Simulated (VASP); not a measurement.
Calculation: PBE GGA with D3 dispersion (Becke-Johnson damping), VASP's PBE PAW potentials (set 64) (plane waves; VASP).

VASP input:

**KPOINTS**
```
Automatic mesh
0
G
 13 13 10
0 0 0
```

INCAR:
```
! general
SYSTEM = MgB2
PREC   = Accurate
ENCUT  = 520   ! plane-wave cut-off (eV)
LREAL  = .FALSE.
LASPH  = .TRUE.

! electronic loop
EDIFF  = 1E-7   ! SCF stop (eV)
NELM   = 100   ! most electronic steps
ALGO   = Normal

! smearing
ISMEAR = -5   ! tetrahedra, Bloechl

! functional
GGA    = PE   ! PBE
IVDW   = 12

! ions
ISIF   = 2   ! forces and stress, cell fixed

! output
LWAVE  = .FALSE.
LCHARG = .TRUE.
LORBIT = 11   ! lm-projected
NEDOS  = 601

! other
LEFG   = .TRUE.
```

File POSCAR:
```
MgB2
1
    1.5266942512    -2.6443115308     0.0000000000
    1.5266942512     2.6443115308     0.0000000000
    0.0000000000     0.0000000000     3.4449192870
Mg B
1 2
Direct
  0.0000000000   0.0000000000   0.0000000000
  0.3333330000   0.6666670000   0.5000000000
  0.6666670000   0.3333330000   0.5000000000
```

POTCAR, in this order: Mg B (PBE.64 set). Program: vasp_std.

What VASP printed:

### OSZICAR
```
       N       E                     dE             d eps       ncg     rms          rms(c)
DAV:   1     0.505730309872E+01    0.50573E+01   -0.39754E+03  2176   0.844E+02
DAV:   2    -0.167426555929E+02   -0.21800E+02   -0.20951E+02  2928   0.113E+02
DAV:   3    -0.170087593955E+02   -0.26610E+00   -0.26612E+00  2632   0.146E+01
DAV:   4    -0.170091656171E+02   -0.40622E-03   -0.41023E-03  3048   0.500E-01
DAV:   5    -0.170091659173E+02   -0.30018E-06   -0.34340E-06  2688   0.988E-03    0.535E+00
DAV:   6    -0.155676546189E+02    0.14415E+01   -0.23540E+00  2208   0.863E+00    0.262E+00
DAV:   7    -0.153141352509E+02    0.25352E+00   -0.13119E+00  2416   0.630E+00    0.776E-01
DAV:   8    -0.153112435226E+02    0.28917E-02   -0.10953E-01  2200   0.217E+00    0.404E-01
DAV:   9    -0.153049027636E+02    0.63408E-02   -0.23285E-02  2288   0.862E-01    0.566E-02
DAV:  10    -0.153050838231E+02   -0.18106E-03   -0.98346E-04  2984   0.217E-01    0.231E-02
DAV:  11    -0.153050039739E+02    0.79849E-04   -0.64378E-05  2208   0.550E-02    0.308E-03
DAV:  12    -0.153050204700E+02   -0.16496E-04   -0.33639E-06  2456   0.118E-02    0.104E-03
DAV:  13    -0.153050179890E+02    0.24810E-05   -0.99609E-08  2120   0.249E-03    0.270E-04
DAV:  14    -0.153050168419E+02    0.11471E-05   -0.17404E-08  1360   0.847E-04    0.663E-05
DAV:  15    -0.153050167414E+02    0.10047E-06   -0.68650E-10  1224   0.243E-04    0.939E-06
DAV:  16    -0.153050167089E+02    0.32552E-07   -0.69318E-11  1128   0.702E-05
   1 F= -.16189865E+02 E0= -.16189865E+02  d E =0.000000E+00
```

**OUTCAR**
```
------------------------ aborting loop because EDIFF is reached ----------------------------------------
 Edisp (eV)   -0.88485
  FORCE on cell =-STRESS in cart. coord.  units (eV):
  Direction    XX          YY          ZZ          XY          YZ          ZX
  --------------------------------------------------------------------------------------
  Total      -0.17065    -0.17065     0.29609     0.00000     0.00000     0.00000
  in kB      -9.82967    -9.82967    17.05563     0.00000     0.00000     0.00000
  external pressure =       -0.87 kB  Pullay stress =        0.00 kB
  volume of cell :       27.81
      direct lattice vectors                 reciprocal lattice vectors
     1.526694251 -2.644311531  0.000000000     0.327505000 -0.189085134  0.000000000
     1.526694251  2.644311531  0.000000000     0.327505000  0.189085134  0.000000000
     0.000000000  0.000000000  3.444919287     0.000000000  0.000000000  0.290282563
 POSITION                                       TOTAL-FORCE (eV/Angst)
 -----------------------------------------------------------------------------------
      0.00000      0.00000      0.00000        -0.000000     -0.000000      0.000000
      1.52669      0.88144      1.72246        -0.000000     -0.000000      0.000000
      1.52669     -0.88144      1.72246         0.000000      0.000000      0.000000
 -----------------------------------------------------------------------------------
    total drift:                                0.000000     -0.000000      0.000000
  FREE ENERGIE OF THE ION-ELECTRON SYSTEM (eV)
  ---------------------------------------------------
  free  energy   TOTEN  =       -16.1898651669 eV

  energy  without entropy=      -16.1898651669  energy(sigma->0) =      -16.18986517

 total charge

# of ion       s       p       d       tot
------------------------------------------
    1        0.162   0.188   0.063   0.413
    2        0.694   1.264   0.000   1.958
    3        0.694   1.264   0.000   1.958
--------------------------------------------------
tot          1.550   2.717   0.063   4.330

 Electric field gradients after diagonalization (V/A^2)
 (convention: |V_zz| > |V_xx| > |V_yy|)
----------------------------------------------------------------------
 ion       V_xx      V_yy      V_zz     asymmetry (V_yy - V_xx)/ V_zz
----------------------------------------------------------------------
   1       0.333     0.332    -0.665       0.000
   2      -9.774    -9.774    19.549       0.000
   3      -9.774    -9.774    19.549       0.000
```
(Selected blocks of OUTCAR.)

For a metal the tetrahedron method with Blöchl corrections gives inexact stress and forces.

The compound is MgB2 in the AlB2 type structure. It was relaxed first.
